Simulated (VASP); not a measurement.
Calculation: PBEsol GGA, VASP's PBE PAW potentials (set 64) (plane waves; VASP).

Input for VASP

**KPOINTS**
```
Automatic mesh
0
Gamma
12 12 1
0 0 0
```

### INCAR
```
SYSTEM = PtSe2 monolayer
PREC = Normal
ENCUT = 400
EDIFF = 1E-5
NELM = 100
ALGO = Normal
LREAL = .FALSE.
LASPH = .TRUE.
ISMEAR = 0
SIGMA = 0.05
GGA = PS
LMAXMIX = 6
LWAVE = .TRUE.
LCHARG = .FALSE.
NELMIN = 4
IBRION = 2
ISIF = 4
NSW = 50
EDIFFG = -0.03
```

File POSCAR:
```
PtSe2 monolayer
1.0
  3.7559390392   0.0000000000   0.0000000000
 -1.8779695196   3.2527388719   0.0000000000
  0.0000000000   0.0000000000  17.9340359562
Se Pt
2 1
direct
  0.6666670000   0.3333330000   0.4303200000
  0.3333330000   0.6666670000   0.5696800000
  0.0000000000   0.0000000000   0.5000000000
```

POTCAR, in this order: Se Pt (PBE.64 set). Program: vasp_std.

**Question.** Predict the energy per atom (σ→0).

**Answer.** 
```yaml
energy per atom (σ→0): -5.260 eV/atom
```

**OSZICAR**
```
...
       N       E                     dE             d eps       ncg     rms          rms(c)
DAV:   1    -0.157810712844E+02   -0.11905E-02   -0.16575E-01   591   0.260E+00    0.269E-01
DAV:   2    -0.157804777234E+02    0.59356E-03   -0.67678E-03   605   0.621E-01    0.116E-01
DAV:   3    -0.157801757495E+02    0.30197E-03   -0.48163E-04   766   0.177E-01    0.594E-02
DAV:   4    -0.157800673603E+02    0.10839E-03   -0.25780E-04   773   0.980E-02    0.219E-02
DAV:   5    -0.157800557466E+02    0.11614E-04   -0.25554E-05   780   0.370E-02    0.878E-03
DAV:   6    -0.157800542591E+02    0.14874E-05   -0.92991E-06   600   0.155E-02
   6 F= -.15780054E+02 E0= -.15780054E+02  d E =-.101574E-02
```

The cell is a sheet with vacuum, built from PtSe2 (1T layered).
